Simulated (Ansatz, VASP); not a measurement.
# Cross-check of Na2B between VASP and Ansatz

One calculation is typed for both programs; each brings its own data sets and cutoff. How far apart do they land? The cell is generated by rule, not measured, and may not be a known phase. The cell is taken from a series of VASP runs on this material, whose earlier steps may have relaxed, scaled or displaced it; both programs get it as it stands.

Method: plane waves, with VASP 6.6.1 beside it; single point at PBE, in Ansatz 0.2.0.

**1. Starting point**

The structure is orthorhombic, space group Cmmm (No. 65). The conventional cell has a = 7.302 Å, b = 7.336 Å, c = 2.467 Å, α = 90.00°, β = 90.00°, γ = 90.00°. Na has 2 Na at 2.47 Å and 2 B at 2.59 Å nearest. B has 2 B at 2.47 Å and 4 Na at 2.59 Å nearest. Farther neighbours are not listed.

Coordinates:

```xyz
3
Lattice="3.6509 -3.6678 0.0000 3.6509 3.6678 0.0000 0.0000 0.0000 2.4670" Properties=species:S:1:pos:R:3 pbc="T T T"
Na    1.8254    1.8339    1.2335
Na    1.8254   -1.8339    1.2335
B     0.0000    0.0000    1.2335
```

**2. VASP: single point, PBE**

A single point gives forces, pressure and levels at one fixed geometry, so differences don't come from the geometry; what else differs is listed under the comparison.

Lines of VASP's logs that name or quote its potential files are left out, and so is its time.

The input, INCAR:

```
SYSTEM = Na2B
PREC = Accurate
ENCUT = 420
EDIFF = 1E-06
NELM = 100
ISMEAR = -1
SIGMA = 0.05
LREAL = .FALSE.
ALGO = Normal
GGA = PE
NBANDS = 14
LORBIT = 11
LWAVE = .FALSE.
LCHARG = .TRUE.
ISIF = 2
LELF = .TRUE.
LVHAR = .TRUE.
```

The input, POSCAR:

```
Na2B
1.0
    3.6508702221     -3.6678372815      0.0000000000
    3.6508702221      3.6678372815      0.0000000000
    0.0000000000      0.0000000000      2.4670422035
Na B
2 1
Direct
    0.0000000000      0.5000000000      0.5000000000
    0.5000000000      0.0000000000      0.5000000000
    0.0000000000      0.0000000000      0.5000000000
```

The input, KPOINTS:

```
Automatic mesh
0
Gamma
4 4 8
0 0 0
```

Potentials, in the order of the species: Na_pv and B (PBE family, release 64).

Command:

```console
> mpirun -np 1 vasp_std
```

Numbers of over 12 decimals in the logs are rounded to 6 here.

Log:

```text
[banner, memory and clock lines left out]
running    1 mpi-ranks, on    1 nodes
 distrk:  each k-point on    1 cores,    1 groups
 distr:  one band on    1 cores,    1 groups

 POSCAR found type information on POSCAR NaB
 POSCAR found :  2 types and       3 ions
 LDA part: xc-table for (Slater+PW92), standard interpolation
 POSCAR, INCAR and KPOINTS ok, starting setup
 FFT: planning ... GRIDC
 FFT: planning ... GRID_SOFT
 FFT: planning ... GRID
 WAVECAR not read
 entering main loop
       N       E                     dE             d eps       ncg     rms          rms(c)
DAV:   1     0.110143410293E+03    0.11014E+03   -0.80973E+03   980   0.106E+03
DAV:   2    -0.100533396437E+01   -0.11115E+03   -0.10822E+03  1022   0.302E+02
DAV:   3    -0.672836582057E+01   -0.57230E+01   -0.56564E+01  1274   0.763E+01
DAV:   4    -0.681739503736E+01   -0.89029E-01   -0.88809E-01  1058   0.984E+00
DAV:   5    -0.681892743531E+01   -0.15324E-02   -0.15319E-02  1268   0.136E+00    0.293E+00
DAV:   6    -0.584771378462E+01    0.97121E+00   -0.14158E+00  1312   0.557E+00    0.104E+00
DAV:   7    -0.582951277757E+01    0.18201E-01   -0.12528E-01  1052   0.184E+00    0.733E-01
DAV:   8    -0.581944733761E+01    0.10065E-01   -0.25208E-02  1016   0.131E+00    0.207E-01
DAV:   9    -0.581778832618E+01    0.16590E-02   -0.70063E-03  1252   0.555E-01    0.729E-02
DAV:  10    -0.581784947227E+01   -0.61146E-04   -0.16296E-03  1142   0.182E-01    0.478E-02
DAV:  11    -0.581767983062E+01    0.16964E-03   -0.16854E-04  1160   0.770E-02    0.218E-02
DAV:  12    -0.581764535444E+01    0.34476E-04   -0.64910E-05  1154   0.347E-02    0.573E-03
DAV:  13    -0.581764377836E+01    0.15761E-05   -0.99433E-06  1208   0.144E-02    0.231E-03
DAV:  14    -0.581764363896E+01    0.13940E-06   -0.21783E-07   610   0.315E-03
   1 F= -.58176436E+01 E0= -.58099693E+01  d E =-.153487E-01
```

From OUTCAR (step 2):

```text
ion  position               nearest neighbor table
   1  0.000  0.500  0.500-
   2  0.500  0.000  0.500-
   3  0.000  0.000  0.500-

  LATTYP: Found a base centered orthorhombic cell.
 ALAT       =     7.3017404442
 B/A-ratio  =     1.0046474014
 C/A-ratio  =     0.3378704327

 Subroutine GETGRP returns: Found  8 space group operations
 (whereof  8 operations were pure point group operations)

The static configuration has the point symmetry D_2h.

 Found     35 irreducible k-points:

   k-points           NKPTS =     35   k-points in BZ     NKDIM =     35   number of bands    NBANDS=     14

   dimension x,y,z NGX =    36 NGY =   36 NGZ =   16
   dimension x,y,z NGXF=    72 NGYF=   72 NGZF=   32

   ENCUT  =  420.0 eV  30.87 Ry    5.56 a.u.   8.65  8.65  4.12*2*pi/ulx,y,z

   NELECT =      17.0000    total number of electrons

 k-points in reciprocal lattice and weights: Automatic mesh
   0.00000000  0.00000000  0.00000000       0.008
   0.25000000  0.00000000  0.00000000       0.031
   0.50000000  0.00000000  0.00000000       0.016
   0.25000000  0.25000000  0.00000000       0.016
   0.50000000  0.25000000  0.00000000       0.031
  -0.25000000  0.25000000  0.00000000       0.016
   0.50000000  0.50000000  0.00000000       0.008
   0.00000000  0.00000000  0.12500000       0.016
   0.25000000  0.00000000  0.12500000       0.062
[...]
-0.25000000  0.25000000  0.50000000       0.016
   0.50000000  0.50000000  0.50000000       0.008

 average (electrostatic) potential at core
       1 -49.3260       2 -49.3260       3 -32.2333

 E-fermi :   1.6403

 k-point     1 :       0.0000    0.0000    0.0000
  band No.  band energies     occupation
    ...
      6     -23.3435      2.00000
      7      -6.1047      2.00000
      8       0.0671      2.00000
      9       0.0732      2.00000
     10       0.6239      2.00000
     11       4.4101      0.00000
     12       6.4081      0.00000
     13       6.4849      0.00000
     14       7.2561      0.00000

 k-point     2 :       0.2500    0.0000    0.0000
  band No.  band energies     occupation
    ...
      5     -23.3452      2.00000
      6     -23.3439      2.00000
      7      -5.9874      2.00000
      8      -1.0147      2.00000
      9       0.1545      2.00000
     10       1.7077      0.41207
     11       4.4011      0.00000
     12       5.0745      0.00000
     13       6.1582      0.00000
     14       9.3518      0.00000

 k-point     3 :       0.5000    0.0000    0.0000
  band No.  band energies     occupation
    ...
      5     -23.3446      2.00000
      6     -23.3446      2.00000
      7      -5.8559      2.00000
      8      -1.6076      2.00000
      9       0.2483      2.00000
     10       2.9745      0.00000
     11       3.0680      0.00000
     12       4.4267      0.00000
     13       7.7539      0.00000
     14       9.0805      0.00000

  Total        0.2180717      0.1764168     -0.5095204      0.0000000      0.0000000      0.0000000
  in kB        5.2880653      4.2779688    -12.3554671      0.0000000      0.0000000      0.0000000
  external PRESSURE =      -0.9298110 kB  Pullay stress =       0.0000000 kB

  energy-cutoff  :      420.00
  volume of cell :       66.07
      direct lattice vectors                 reciprocal lattice vectors
     3.650870222 -3.667837282  0.000000000     0.136953649 -0.136320115  0.000000000
     3.650870222  3.667837282  0.000000000     0.136953649  0.136320115  0.000000000
     0.000000000  0.000000000  2.467042204     0.000000000  0.000000000  0.405343694

 POSITION                                       TOTAL-FORCE (eV/Angst)
 -----------------------------------------------------------------------------------
      1.82544      1.83392      1.23352        -0.000000     -0.000000      0.000000
      1.82544     -1.83392      1.23352         0.000000      0.000000      0.000000
      0.00000      0.00000      1.23352        -0.000000     -0.000000      0.000000
 -----------------------------------------------------------------------------------
    total drift:                                0.000000     -0.000000      0.000000

  FREE ENERGIE OF THE ION-ELECTRON SYSTEM (eV)
  ---------------------------------------------------
  free  energy   TOTEN  =        -5.8176436390 eV

  energy  without entropy=       -5.8022949238  energy(sigma->0) =       -5.80996928

 total charge
# of ion       s       p       d       tot
------------------------------------------
    1        0.107   5.993   0.000   6.100
    2        0.107   5.993   0.000   6.100
    3        0.760   0.696   0.000   1.455
--------------------------------------------------
tot          0.973  12.682   0.000  13.656

[... 3 further parts left out ...]
```

The run ends at a pressure of -0.09 GPa.

**3. Ansatz: single point, PBE**

Ansatz runs on its default PAW (the set named soft_2) files.

The same cell, functional, mesh and smearing now go to Ansatz, which takes its cutoff from its data sets.

The input, input.yaml:

```yaml
crystal:
  lattice:
    - [3.6508702221, -3.6678372815, 0.0]
    - [3.6508702221, 3.6678372815, 0.0]
    - [0.0, 0.0, 2.4670422035]
  atoms:
    - { symbol: Na, position: [0.0, 0.5, 0.5] }
    - { symbol: Na, position: [0.5, 0.0, 0.5] }
    - { symbol: B, position: [0.0, 0.0, 0.5] }
hamiltonian:
  xc: pbe
  pseudopotentials: { kind: paw }
kpoints:
  mp_grid: { grid: [4, 4, 8] }
scf:
  occupations: { method: fermi_dirac, width: 0.05 }
  n_extra_bands: 4
output:
  forces: true
  stress: true
  eigenvalues: true
```

Command:

```console
> ansatz run input.yaml --threads 2 --pin off --max-ram 4608MiB --backend cpu --events-out ev --progress --plain --runs-dir out
```

Log:

```text
scf.n_extra_bands = 4 over 11 filled bands (N_el = 21.0): the run solves 15 bands
Engine: ansatz 0.2.0, x86_64-unknown-linux-gnu
Pseudopotentials: kind: paw
Pseudopotential: Na, paw, valence charge 9, recommended cutoff 420 eV (normal), Na.paw.azcp
Pseudopotential: B, paw, valence charge 3, recommended cutoff 420 eV (normal), B.paw.azcp
Functional definition: PBE
  parameter kappa = 0.804
  parameter beta = 0.066725
  exchange = pbe_x(kappa = kappa, mu = beta*pi^2/3)
  correlation = pbe_c(beta = beta)
Crystal: 3 atoms, lattice volume = 66.071 Å³
Basis set: ecut = 420 eV, 1281 PW (Γ), exchange–correlation on 72×72×36 points (8 copies of the dense FFT grid, shifted against one another)
Bands: 15, of which v1, the nominal top of the filled ones, is band 11 counted from 1 (10 counted from 0)
Symmetry: 8 space group operations
Space group: Cmmm (ITA 65), of the structure as read, at distance tolerance 4.0e-5 Å
k-points: 35 of 128
Non-local potential: Na, projectors of the file, l = 0: 3, l = 1: 2, l = 2: 1
Non-local potential: B, projectors of the file, l = 0: 2, l = 1: 2, l = 2: 1
PAW form: soft (Blöchl's): semilocal exchange-correlation on the pseudo side does not see the compensation charge
PAW one-centre angular grid: Na, 110 points (default); XC on 64 Gauss nodes
PAW one-centre angular grid: B, 110 points (default); XC on 64 Gauss nodes
Initial density: superposition of atomic densities (neutral atoms: chi_scale 0, normalization atom), corrected by the library's trained network
Initial wavefunctions: pseudopotential atomic-orbital guess
Functional: x = pbe(κ = 0.804, μ = 0.219515), c = pbe(β = 0.066725)
SCF iter   1: F=—  HF=-3125.253321 eV  |F-HF|=—  |Δ(HF+E_count)|=         —  Δρ=5.85e-3  dr2=5.30e-2  ethr=1.77e-3  ⟨swp⟩=5.4  Hψ=2418  notcnv=0
preconditioner: auto → none  [insulator: Δε(μ)=0.167 eV  Ē_g=6.428 eV  σ=0.050 eV  W_gap=0.51  n_scr=8 (ndim 8)  ℏωp=10.2 eV  f_vac=0.000  D(μ)=1.44/eV (n_scr^D=8)  ε∞_Penn≈3.5]
SCF iter   2: F=—  HF=-3125.244023 eV  |F-HF|=—  |Δ(HF+E_count)|=   9.30e-3  Δρ=1.72e-3  dr2=1.87e-3  ethr=2.53e-4  ⟨swp⟩=2.0  Hψ=937  notcnv=0  defer=5
SCF iter   3: F=—  HF=-3125.244336 eV  |F-HF|=—  |Δ(HF+E_count)|=   3.13e-4  Δρ=7.30e-4  dr2=2.79e-4  ethr=8.91e-6  ⟨swp⟩=1.4  Hψ=533  notcnv=0  defer=5
SCF iter   4: F=—  HF=-3125.244532 eV  |F-HF|=—  |Δ(HF+E_count)|=   1.96e-4  Δρ=7.30e-5  dr2=3.13e-6  ethr=1.33e-6  ⟨swp⟩=2.0  Hψ=611  notcnv=0  defer=5
SCF iter   5: F=—  HF=-3125.244516 eV  |F-HF|=—  |Δ(HF+E_count)|=   1.60e-5  Δρ=1.97e-5  dr2=1.98e-7  ethr=1.49e-8  ⟨swp⟩=2.0  Hψ=851  notcnv=0  defer=5
SCF iter   6: F=-3125.244516 eV  HF=-3125.244516 eV  |F-HF|=6.00e-9  |Δ(HF+E_count)|=  1.71e-10  Δρ=3.33e-6  dr2=5.27e-9  ethr=4.76e-10  ⟨swp⟩=5.4  Hψ=2056  notcnv=0
SCF 1 converged in 6 iterations: F = -3125.244516 eV  dr2 = 5.27e-9
  greatest PAW one-centre occupation: 0.999 electrons in one spin orbital (limit 2), on the Na atom at site 1 (counted from 0), in its partial waves of l = 0
SCF converged after 6 iterations
Free energy (F): -3125.244516 eV
Harris-Foulkes:  -3125.244516 eV  (|F-HF|=6.00e-9)
Internal energy: -3125.229258 eV  (E = F + TS)
E sigma→0 (E₀):  -3125.236887 eV
Entropy (-TS):   -0.015258 eV (-5.086 meV/atom)
Fermi energy:    3.568153 eV
--- Per-component energies (eV) ---
  E_band       = -456.682511
  E_kinetic    = 279.480744
  E_local      = -2872.671520  (includes V_loc(G=0)·N_el)
  E_nonlocal   = 244.648284
  E_hartree    = 1053.561648
  E_xc         = -106.452520
  E_vxc        = -133.568816  (∫ρ·V_xc dr)
  E_paw        = -604.481007  (= ΣΔE_a)
  E_vpaw       = -81.695088  (= ΣTr[D̂ρ^β])
  E_aug_tail   = -0.000061  (compensation charges beyond the density's cutoff)
  E_ewald      = -1119.314826
  E_smearing   = -0.015258  (= −TS)
  E_closure    = -0.000000  (closes the sum)
  Σ components = -3125.244516   (vs F -3125.244516, Δ=0.00e0)
--- Forces (eV/Å), atoms counted from 1 ---
  atom   1  Na     0.00000000     0.00000000     0.00000000
  atom   2  Na     0.00000000     0.00000000     0.00000000
  atom   3  B     -0.00000000     0.00000000     0.00000000
  max |Σ_I F_I| component: 1.26e-29 eV/Å
--- Stress (GPa, compression-positive) ---
        0.651461       0.000000       0.000000
        0.000000       0.550271       0.000000
        0.000000       0.000000      -1.084399
  P = ⅓ Tr σ = 0.0391 GPa (0.391 kbar)
--- Band table (eV; the first three rows and the last of 35) ---
  k-point 0: bands = [... 7 lower, -21.4148, -4.1731, 1.9917, 1.9978, 2.5576, 6.3468, 8.3350, 8.4118]
  k-point 1: bands = [... 7 lower, -21.5144, -3.8457, 2.3035, 2.3097, 2.9289, 6.7623, 8.6269, 8.7025]
  k-point 2: bands = [... 7 lower, -21.4935, -2.8759, 3.2125, 3.2190, 4.0284, 6.6672, 7.9405, 9.4355]
  k-point 34: bands = [... 7 lower, -21.4333, 0.8492, 1.3745, 5.0352, 5.0461, 7.8788, 7.9109, 8.3110]
```

It took 0.6 s on 2 threads of AMD EPYC 9R14 (Zen 4), shared host; peak memory 0.37 GiB.

The column dr2 measures how far the density is from self-consistency, as an energy; F and HF (Harris–Foulkes) agree once it is small.

The run ends at a pressure of 0.04 GPa.

**4. Comparison**

Known differences besides the potentials themselves: the data sets hold 21 valence electrons in Ansatz (default PAW (the set named soft_2) files) and 17 in VASP; VASP leaves aspherical gradient terms in its spheres out (LASPH is not set), Ansatz keeps them. Total energies have different zeros and are not compared.

Both answers:

```csv
quantity,Ansatz,VASP,difference
pressure (GPa),0.04,-0.09,+0.13
```

Ansatz's pressure holds a Pulay correction of 0.03 GPa; VASP's holds none.

**5. Outcome**

```yaml
difference_in_pressure_single_point_pbe: 0.13 GPa
```

The difference in pressure is 0.13 GPa (single point, PBE), within the 1 GPa picked in this series as the mark of a large difference. How closely two codes agree says nothing of how well the functional describes the real material.

[Lines on the potential files, build, host, timing and source positions are cut from VASP's logs without a mark.]

[Logs are printed without paths, hosts, clocks, repeated set-up lines and the standing remarks that a program may print on its own settings, such as how far it seeks lower states.]

[Hosts, paths, dates, database ids (printed as entryN), source tags and the programs' standing remarks are cut or masked in the printed files.]
